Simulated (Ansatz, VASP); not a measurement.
**Cross-check of Ge between VASP and Ansatz**

Wanted: the spread between two codes on one cell, functional and k mesh. The structure shown is the end of the Ansatz relaxation below.

Main program and level: Ansatz 0.2.0; plane waves, with VASP 6.6.1 beside it; single point at PBEsol.

### 1. The structure

Symmetry: I4_1/amd, No. 141, tetragonal system. Conventional cell: a = 4.053 Å, b = 4.053 Å, c = 5.505 Å, α = 90.00°, β = 90.00°, γ = 90.00°. Nearest to Ge lie 4 Ge at 2.45 Å.

### 2. Ansatz: relaxation, PBEsol

Ansatz runs on its PAW soft_1 files.

This run makes the geometry at which the two programs are then compared.

input.yaml

```yaml
crystal:
  lattice:
    - [4.0433785925, 0.0, 0.0]
    - [0.0, 4.0433785925, 0.0]
    - [0.0, 0.0, 5.50536498]
  atoms:
    - { symbol: Ge, position: [0.0, 0.0, 0.5] }
    - { symbol: Ge, position: [0.5, 0.0, 0.75] }
    - { symbol: Ge, position: [0.5, 0.5, 0.0] }
    - { symbol: Ge, position: [0.0, 0.5, 0.25] }
kpoints:
  mp_grid: { grid: [7, 7, 5] }
scf:
  occupations: { method: fermi_dirac, width: 0.02 }
hamiltonian:
  xc: pbesol
  pseudopotentials: { kind: paw, azcp: { folder: soft_1 }, xc_functional: pbe }
basis:
  ecutwfc: 600
output:
  forces: true
  stress: true
relax:
  f_tol: 0.005
  max_steps: 70
  cell: { stress_tol: 0.02, p_target: 0, fix: [c, alpha, beta, gamma] }
```

On the command line:

```sh
$ ansatz run input.yaml --threads 4 --pin off --max-ram 10240MiB --backend cpu --events-out ev --progress --plain --runs-dir out
```

Numbers of over 12 decimals in the logs are rounded to 6 here.

Log:

```text
Engine: ansatz 0.2.0, aarch64-unknown-linux-gnu
Pseudopotentials: kind: paw
Pseudopotential: Ge, paw, valence charge 14, recommended cutoff 420 eV (normal), soft_1/Ge.paw.azcp
Functional definition: PBEsol
  exchange = pbesol_x
  correlation = pbesol_c
Crystal: 4 atoms, lattice volume = 90.007 Å³
Basis set: ecut = 600 eV, 2977 PW (Γ), exchange–correlation on 72×72×90 points (8 copies of the dense FFT grid, shifted against one another)
Bands: 34, of which v1, the nominal top of the filled ones, is band 28 counted from 1 (27 counted from 0)
Symmetry: 32 space group operations
Space group: I41/amd (ITA 141), of the structure as read, at distance tolerance 4.5e-5 Å
k-points: 30 of 245
Non-local potential: Ge, projectors of the file, l = 0: 2, l = 1: 2, l = 2: 3, l = 3: 1
PAW form: soft (Blöchl's): semilocal exchange-correlation on the pseudo side does not see the compensation charge
PAW frozen core: Ge, regenerated for the run's functional, and the local potential with it (the file was generated under x = pbe(κ = 0.804, μ = 0.219515), c = pbe(β = 0.066725))
PAW one-centre angular grid: Ge, 590 points (default); XC on 64 Gauss nodes
Initial density: superposition of atomic densities (chi_scale 0.1, normalization cell)
Initial wavefunctions: pseudopotential atomic-orbital guess
Functional: x = pbesol(κ = 0.804, μ = 0.123457), c = pbesol(β = 0.046)
SCF iter   1: F=—  HF=-17014.128074 eV  |F-HF|=—  |Δ(HF+E_count)|=         —  Δρ=3.55e-2  dr2=9.06e-1  ethr=3.10e-3  ⟨swp⟩=6.6  Hψ=3823  notcnv=0
preconditioner: auto → Resta (q_TF=auto, 2.521 Å⁻¹)  ε∞=2.7  [insulator: Δε(μ)=0.214 eV  Ē_g=22.491 eV  σ=0.020 eV  W_gap=0.99  n_scr=28 (ndim 8)  ℏωp=29.3 eV  f_vac=0.000  D(μ)=0.00/eV (n_scr^D=0)  ε∞_Penn≈2.7]
SCF iter   2: F=—  HF=-17014.037463 eV  |F-HF|=—  |Δ(HF+E_count)|=   9.06e-2  Δρ=2.08e-2  dr2=3.30e-1  ethr=1.62e-3  ⟨swp⟩=1.9  Hψ=1355  notcnv=0  defer=38
SCF iter   3: F=—  HF=-17013.981555 eV  |F-HF|=—  |Δ(HF+E_count)|=   5.59e-2  Δρ=1.65e-3  dr2=1.87e-3  ethr=5.89e-4  ⟨swp⟩=2.0  Hψ=1342  notcnv=0  defer=45
SCF iter   4: F=—  HF=-17013.982073 eV  |F-HF|=—  |Δ(HF+E_count)|=   5.18e-4  Δρ=1.02e-3  dr2=7.76e-4  ethr=3.33e-6  ⟨swp⟩=2.0  Hψ=1948  notcnv=0  defer=45
SCF iter   5: F=—  HF=-17013.982656 eV  |F-HF|=—  |Δ(HF+E_count)|=   5.83e-4  Δρ=2.85e-4  dr2=9.55e-5  ethr=1.39e-6  ⟨swp⟩=2.0  Hψ=1899  notcnv=0  defer=45
SCF iter   6: F=—  HF=-17013.982770 eV  |F-HF|=—  |Δ(HF+E_count)|=   1.14e-4  Δρ=7.05e-5  dr2=6.77e-6  ethr=1.71e-7  ⟨swp⟩=2.0  Hψ=1221  notcnv=0  defer=45
SCF iter   7: F=—  HF=-17013.982779 eV  |F-HF|=—  |Δ(HF+E_count)|=   9.16e-6  Δρ=9.70e-6  dr2=1.20e-7  ethr=1.21e-8  ⟨swp⟩=2.0  Hψ=1220  notcnv=0  defer=45
SCF iter   8: F=-17013.982779 eV  HF=-17013.982779 eV  |F-HF|=1.18e-9  |Δ(HF+E_count)|=   2.00e-7  Δρ=7.90e-7  dr2=5.00e-10  ethr=1.79e-10  ⟨swp⟩=4.0  Hψ=3062  notcnv=0
SCF 1 converged in 8 iterations: F = -17013.982779 eV  dr2 = 5.00e-10
  greatest PAW one-centre occupation: 0.998 electrons in one spin orbital (limit 2), on the Ge atom at site 3 (counted from 0), in its partial waves of l = 2
relax step   1: F+E_penalty+E_count = -17013.98277946 eV  Δ(F+E_penalty+E_count) = +0.000e0 eV  max|allowed force component| = 5.204e-17 eV/Å  Δτ_max = 0.0000 Å  P = +1.135 GPa  Ω = 90.007 Å³  fix = [c, alpha, beta, gamma]  reactions: c +2.623 GPa  (8 SCF iters, dr2 threshold 1.00e-7 eV, accepted)
[...]
relax step   2: F+E_penalty+E_count = -17013.98328801 eV  Δ(F+E_penalty+E_count) = -5.085e-4 eV  max|allowed force component| = 1.735e-18 eV/Å  Δτ_max = 0.0000 Å  P = +0.840 GPa  Ω = 90.375 Å³  energy of the carried Pulay correction = -3.856e-6 eV  fix = [c, alpha, beta, gamma]  reactions: c +2.409 GPa  (4 SCF iters, dr2 threshold 3.83e-7 eV, accepted)
[...]
relax step   3: F+E_penalty+E_count = -17013.98329819 eV  Δ(F+E_penalty+E_count) = -1.018e-5 eV  max|allowed force component| = 3.469e-17 eV/Å  Δτ_max = 0.0000 Å  P = +0.792 GPa  Ω = 90.436 Å³  energy of the carried Pulay correction = -4.497e-6 eV  fix = [c, alpha, beta, gamma]  reactions: c +2.374 GPa  (4 SCF iters, dr2 threshold 7.76e-9 eV, accepted)
[...]
relax step   4: F+E_penalty+E_count = -17013.98330229 eV  Δ(F+E_penalty+E_count) = -4.096e-6 eV  max|allowed force component| = 6.939e-18 eV/Å  Δτ_max = 0.0000 Å  P = +0.792 GPa  Ω = 90.436 Å³  fix = [c, alpha, beta, gamma]  reactions: c +2.374 GPa  stress off target by 6.15e-4 GPa on what of the cell is left free  SCF on the basis re-selected at this cell (its energy is not comparable with the rows above)  (5 SCF iters)
basis re-selected at this cell: Δ(F+E_penalty+E_count) = -4.096e-6 eV, ΔP = +0.000 GPa vs the last step (what re-selecting the basis moved, of the pressure what is left beyond the Pulay correction that the steps carried, after the strain that the cell walked since its last selection, with what the two solves' SCF thresholds leave and, on support functions, any second-order correction that the steps lacked; it is no m [...]
SCF converged after 5 iterations
Free energy (F): -17013.983302 eV
Harris-Foulkes:  -17013.983302 eV  (|F-HF|=7.28e-12)
Internal energy: -17013.983263 eV  (E = F + TS)
E sigma→0 (E₀):  -17013.983283 eV
Entropy (-TS):   -0.000039 eV (-0.010 meV/atom)
Fermi energy:    8.489731 eV
--- Per-component energies (eV) ---
  E_band       = -606.492314
  E_kinetic    = 371.768801
  E_local      = -9001.951246  (includes V_loc(G=0)·N_el)
  E_nonlocal   = 878.007154
  E_hartree    = 4286.943821
  E_xc         = -284.561987
  E_vxc        = -260.889618  (∫ρ·V_xc dr)
  E_paw        = -7889.878234  (= ΣΔE_a)
  E_vpaw       = -1167.315141  (= ΣTr[D̂ρ^β])
  E_aug_tail   = 0.000004  (compensation charges beyond the density's cutoff)
  E_ewald      = -5377.983327
  E_core_change = 3.671751  (= ΣΔE_core)
  E_smearing   = -0.000039  (= −TS)
  E_closure    = 0.000000  (closes the sum)
  Σ components = -17013.983302   (vs F -17013.983302, Δ=0.00e0)
--- Forces (eV/Å), atoms counted from 1 ---
  atom   1  Ge    -0.00000000     0.00000000    -0.00000000
  atom   2  Ge    -0.00000000    -0.00000000     0.00000000
  atom   3  Ge    -0.00000000     0.00000000    -0.00000000
  atom   4  Ge    -0.00000000    -0.00000000     0.00000000
  max |Σ_I F_I| component: 1.73e-17 eV/Å
--- Stress (GPa, compression-positive) ---
        0.000615      -0.000000       0.000000
        0.000000       0.000615       0.000000
        0.000000       0.000000       2.374307
  P = ⅓ Tr σ = 0.7918 GPa (7.918 kbar)
--- Relaxed structure (3 steps of the walk, 3 accepted, 1 SCFs on fresh bases) ---
  F+E_penalty+E_count = -17013.98330229 eV   max|allowed force component| = 6.939e-18 eV/Å   (the final SCF, on the basis selected at the relaxed cell)
  cell:  # Å, volume = 90.4359 Å³
    - [4.053006, 0, 0.0]
    - [0, 4.053006, 0.0]
    - [0.0, 0.0, 5.50536498]
  atoms:
    - { symbol: Ge, position: [0, 0, 0.5] }
    - { symbol: Ge, position: [0.5, 0.0, 0.750000] }
    - { symbol: Ge, position: [0.5, 0.5, 0] }
    - { symbol: Ge, position: [0, 0.5, 0.25] }
```

Reading the cycles: dr2 is the Hartree energy of the density residual (eV), the measure of convergence; HF is the Harris–Foulkes estimate of the energy, which meets the free energy F at convergence.

### 3. VASP: single point, PBEsol, pair 1

The same cell, functional, mesh and smearing now go to VASP, with its own data sets.

Lines of VASP's logs that name or quote its potential files are left out, and so is its time.

INCAR

```
SYSTEM = Ge
PREC = Accurate
ENCUT = 500
EDIFF = 1E-06
NELM = 120
ISMEAR = -1
SIGMA = 0.02
LREAL = .FALSE.
ALGO = Normal
GGA = PS
NBANDS = 34
LORBIT = 11
LWAVE = .FALSE.
LCHARG = .FALSE.
ISIF = 2
LASPH = .TRUE.
GGA_COMPAT = .FALSE.
EFERMI = MIDGAP
KPAR = 2
```

POSCAR

```
Ge
1.0
    4.0530062210      0.0000000000      0.0000000000
    0.0000000000      4.0530062210      0.0000000000
    0.0000000000      0.0000000000      5.5053649800
Ge
4
Direct
    0.0000000000      0.0000000000      0.5000000000
    0.5000000000      0.0000000000      0.7500000000
    0.5000000000      0.5000000000      0.0000000000
    0.0000000000      0.5000000000      0.2500000000
```

KPOINTS

```
Automatic mesh
0
Gamma
7 7 5
0 0 0
```

The projector-augmented-wave data sets are Ge_d (PBE family, release 64).

On the command line:

```sh
$ mpirun -np 2 vasp_std
```

Log:

```text
[banner, memory and clock lines left out]
running    2 mpi-ranks, on    1 nodes
 distrk:  each k-point on    1 cores,    2 groups
 distr:  one band on    1 cores,    1 groups

 POSCAR found type information on POSCAR Ge
 POSCAR found :  1 types and       4 ions
|                                                                             |
|               ----> ADVICE to this user running VASP <----                  |
|                                                                             |
|     You enforced a specific xc type in the INCAR file but a different       |
|     [... a line on the potential file left out ...]
|     I HOPE YOU KNOW WHAT YOU ARE DOING!                                     |
|                                                                             |

 LDA part: xc-table for (Slater+PW92), standard interpolation
 POSCAR, INCAR and KPOINTS ok, starting setup
 FFT: planning ... GRIDC
 FFT: planning ... GRID_SOFT
 FFT: planning ... GRID
 WAVECAR not read
 entering main loop
       N       E                     dE             d eps       ncg     rms          rms(c)
DAV:   1     0.477654886789E+03    0.47765E+03   -0.28350E+04  2318   0.445E+03
DAV:   2     0.618850823054E+02   -0.41577E+03   -0.40754E+03  2040   0.791E+02
DAV:   3    -0.158605321492E+02   -0.77746E+02   -0.76792E+02  2274   0.210E+02
DAV:   4    -0.199341068967E+02   -0.40736E+01   -0.40629E+01  2388   0.575E+01
DAV:   5    -0.200188682876E+02   -0.84761E-01   -0.84721E-01  2330   0.911E+00    0.463E+00
DAV:   6    -0.198116908939E+02    0.20718E+00   -0.10401E-01  2510   0.300E+00    0.263E+00
DAV:   7    -0.197122183100E+02    0.99473E-01   -0.14598E-01  2148   0.289E+00    0.202E-01
DAV:   8    -0.197145237243E+02   -0.23054E-02   -0.16556E-02  2374   0.139E+00    0.104E-01
DAV:   9    -0.197149509663E+02   -0.42724E-03   -0.44175E-04  2394   0.142E-01    0.270E-02
DAV:  10    -0.197149788761E+02   -0.27910E-04   -0.79681E-05  2620   0.121E-01    0.766E-03
DAV:  11    -0.197149821474E+02   -0.32712E-05   -0.58109E-06  1820   0.176E-02    0.227E-03
DAV:  12    -0.197149825302E+02   -0.38280E-06   -0.64012E-07  1434   0.879E-03
   1 F= -.19714983E+02 E0= -.19714961E+02  d E =-.428679E-04
```

OUTCAR, selected parts (step 3):

```text
ion  position               nearest neighbor table
   1  0.000  0.000  0.500-   2 2.45   4 2.45   4 2.45   2 2.45
   2  0.500  0.000  0.750-   1 2.45   3 2.45   3 2.45   1 2.45
   3  0.500  0.500  0.000-   2 2.45   4 2.45   2 2.45   4 2.45
   4  0.000  0.500  0.250-   1 2.45   3 2.45   1 2.45   3 2.45

  LATTYP: Found a simple tetragonal cell.
 ALAT       =     4.0530062210
 C/A-ratio  =     1.3583411127

 Subroutine GETGRP returns: Found 16 space group operations
 (whereof  8 operations were pure point group operations)

The static configuration has the point symmetry D_2d.
 The point group associated with its full space group is D_4h.

 Found     30 irreducible k-points:

   k-points           NKPTS =     30   k-points in BZ     NKDIM =     30   number of bands    NBANDS=     34

   dimension x,y,z NGX =    30 NGY =   30 NGZ =   40
   dimension x,y,z NGXF=    60 NGYF=   60 NGZF=   80

   ENCUT  =  500.0 eV  36.75 Ry    6.06 a.u.   7.39  7.39 10.04*2*pi/ulx,y,z

   NELECT =      56.0000    total number of electrons

 k-points in reciprocal lattice and weights: Automatic mesh
   0.00000000  0.00000000  0.00000000       0.004
   0.14285714  0.00000000  0.00000000       0.016
   0.28571429  0.00000000  0.00000000       0.016
   0.42857143  0.00000000  0.00000000       0.016
   0.14285714  0.14285714  0.00000000       0.016
   0.28571429  0.14285714  0.00000000       0.033
   0.42857143  0.14285714  0.00000000       0.033
   0.28571429  0.28571429  0.00000000       0.016
   0.42857143  0.28571429  0.00000000       0.033
[...]
0.42857143  0.28571429  0.40000000       0.065
   0.42857143  0.42857143  0.40000000       0.033

 average (electrostatic) potential at core
       1 -74.1501       2 -74.1501       3 -74.1501       4 -74.1501

 E-fermi :   4.9440

 k-point     1 :       0.0000    0.0000    0.0000
  band No.  band energies     occupation
    ...
     24       1.6001      2.00000
     25       1.6001      2.00000
     26       4.7771      1.99952
     27       4.7771      1.99952
     28       4.8674      1.95734
     29       5.0747      0.00289
     30       5.3319      0.00000
     31       5.3319      0.00000
     32       7.2866      0.00000
     33       7.4818      0.00000
    ...

 k-point     2 :       0.1429    0.0000    0.0000
  band No.  band energies     occupation
    ...
     24       0.9804      2.00000
     25       1.7455      2.00000
     26       2.7312      2.00000
     27       4.3020      2.00000
     28       4.6399      2.00000
     29       5.4681      0.00000
     30       6.1508      0.00000
     31       6.6393      0.00000
     32       7.6648      0.00000
     33       7.8102      0.00000
    ...

 k-point     3 :       0.2857    0.0000    0.0000
  band No.  band energies     occupation
    ...
     24       0.4583      2.00000
     25       0.7618      2.00000
     26       2.1650      2.00000
     27       2.9062      2.00000
     28       4.2130      2.00000
     29       5.8502      0.00000
     30       6.5926      0.00000
     31       8.2102      0.00000
     32       8.4993      0.00000
     33       9.2737      0.00000
    ...

  Total       -0.0864890     -0.0864890      1.2642130      0.0000000      0.0000000      0.0000000
  in kB       -1.5322538     -1.5322538     22.3970170      0.0000000      0.0000000      0.0000000
  external PRESSURE =       6.4441698 kB  Pullay stress =       0.0000000 kB

  energy-cutoff  :      500.00
  volume of cell :       90.44
      direct lattice vectors                 reciprocal lattice vectors
     4.053006221  0.000000000  0.000000000     0.246730438  0.000000000  0.000000000
     0.000000000  4.053006221  0.000000000     0.000000000  0.246730438  0.000000000
     0.000000000  0.000000000  5.505364980     0.000000000  0.000000000  0.181641000

 POSITION                                       TOTAL-FORCE (eV/Angst)
 -----------------------------------------------------------------------------------
      0.00000      0.00000      2.75268        -0.000000     -0.000000     -0.000000
      2.02650      0.00000      4.12902         0.000000     -0.000000      0.000000
      2.02650      2.02650      0.00000        -0.000000      0.000000     -0.000000
      0.00000      2.02650      1.37634        -0.000000      0.000000     -0.000000
 -----------------------------------------------------------------------------------
    total drift:                                0.000000      0.000000      0.000000

  FREE ENERGIE OF THE ION-ELECTRON SYSTEM (eV)
  ---------------------------------------------------
  free  energy   TOTEN  =       -19.7149825302 eV

  energy  without entropy=      -19.7149396623  energy(sigma->0) =      -19.71496110

 total charge
# of ion       s       p       d       tot
------------------------------------------
    1        1.129   1.258  10.024  12.412
    2        1.129   1.258  10.024  12.412
    3        1.129   1.258  10.024  12.412
    4        1.129   1.258  10.024  12.412
--------------------------------------------------
tot          4.518   5.033  40.097  49.648

[... 3 further parts left out ...]
```

The run ends at a pressure of 0.64 GPa.

### 4. Side by side

Known differences besides the potentials themselves: the cutoff is 600 eV in Ansatz and 500 eV in VASP; Ansatz makes its cores anew for this functional, VASP keeps those of its PBE data sets; Ansatz's pressure holds a Pulay correction, VASP's none. Total energies have different zeros and are not compared.

The two programs side by side:

```
              quantity  Ansatz   VASP  difference
        pressure (GPa)    0.79   0.64       +0.15
gap on the k mesh (eV)   0.201  0.197      +0.004
```

A gap on the mesh is an upper bound, since the band edges may lie between its points.

### 5. Ansatz: relaxation, PBEsol

This run makes the geometry at which the two programs are then compared. The cell compared in this pair holds 90.81 Å³, against 90.44 Å³ for the pair before.

The structure compared here is the end of the Ansatz relaxation.

Changes to input.yaml since step 2:

```diff
@@ -2,5 +2,5 @@
   lattice:
-    - [4.0433785925, 0.0, 0.0]
-    - [0.0, 4.0433785925, 0.0]
-    - [0.0, 0.0, 5.50536498]
+    - [4.033345395, 0.0, 0.0]
+    - [0.0, 4.033345395, 0.0]
+    - [0.0, 0.0, 5.56212132]
   atoms:
@@ -22,2 +22,6 @@
   stress: true
+  write_density: true
+  write_potential: true
+  elf: true
+  volumetric_format: npy
 relax:
```

On the command line:

```sh
$ ansatz run input.yaml --threads 4 --pin off --max-ram 10240MiB --backend cpu --events-out ev --progress --plain --runs-dir out
```

Log:

```text
[...]
Crystal: 4 atoms, lattice volume = 90.484 Å³
Basis set: ecut = 600 eV, 2971 PW (Γ), exchange–correlation on 72×72×90 points (8 copies of the dense FFT grid, shifted against one another)
Bands: 34, of which v1, the nominal top of the filled ones, is band 28 counted from 1 (27 counted from 0)
Symmetry: 32 space group operations
[...]
k-points: 30 of 245
[...]
--- Relaxed structure (3 steps of the walk, 3 accepted, 1 SCFs on fresh bases) ---
[...]
cell:  # Å, volume = 90.8108 Å³
    - [4.040625, 0, 0.0]
    - [0, 4.040625, 0.0]
    - [0.0, 0.0, 5.56212132]
  atoms:
    - { symbol: Ge, position: [0, 0, 0.5] }
    - { symbol: Ge, position: [0.5, 0, 0.750000] }
    - { symbol: Ge, position: [0.5, 0.5, 0] }
    - { symbol: Ge, position: [0, 0.5, 0.25] }
[key lines of the parts left out:]
SCF converged after 6 iterations
Free energy (F): -17013.994607 eV
Fermi energy:    8.417880 eV
P = ⅓ Tr σ = 0.5060 GPa (5.060 kbar)
```

(Continued in part 2 of 2.)

[Lines on the potential files, build, host, timing and source positions are cut from VASP's logs without a mark.]

[Logs are printed without paths, hosts, clocks, repeated set-up lines and the standing remarks that a program may print on its own settings, such as how far it seeks lower states.]

[Hosts, paths, dates, database ids (printed as entryN), source tags and the programs' standing remarks are cut or masked in the printed files.]
